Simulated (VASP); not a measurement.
Input:

```
CELL_PARAMETERS angstrom
     -1.90353     3.82067     5.08077
      1.90353    -3.82067     5.08077
      1.90353     3.82067    -5.08077
ATOMIC_POSITIONS crystal
  Rb 0.69423 0.19423 0.50000
  Rb 0.30577 0.80577 0.50000
  Pd 0.00000 0.00000 0.00000
  Se 0.21325 0.50000 0.71325
  Se 0.78675 0.50000 0.28675
```

These are r2SCAN meta-GGA, VASP's PBE PAW potentials (set 64) (plane waves; VASP) values and carry that method's errors. Settings: 400 eV cut-off, 7×7×7 Γ-centred mesh, tetrahedra with Blöchl corrections, potentials Rb_sv Pd Se.

The cores are frozen, which limits the accuracy of field gradients.

### Question
Give the principal components of the electric field gradient (V/Å²) and the asymmetry η at each nucleus.

### Answer

| atom | Vxx | Vyy | Vzz | η |
|---|---|---|---|---|
| Rb1 | -27.1 | -9.5 | 36.6 | 0.48 |
| Rb2 | -27.1 | -9.5 | 36.6 | 0.48 |
| Pd3 | -21.4 | -10.0 | 31.4 | 0.36 |
| Se4 | 124.1 | 82.8 | -206.9 | 0.20 |
| Se5 | 124.1 | 82.8 | -206.9 | 0.20 |

The structure comes from a computed database's Rb2PdSe2 entry (Immm); how it stands against other phases isn't given here. It was relaxed first.
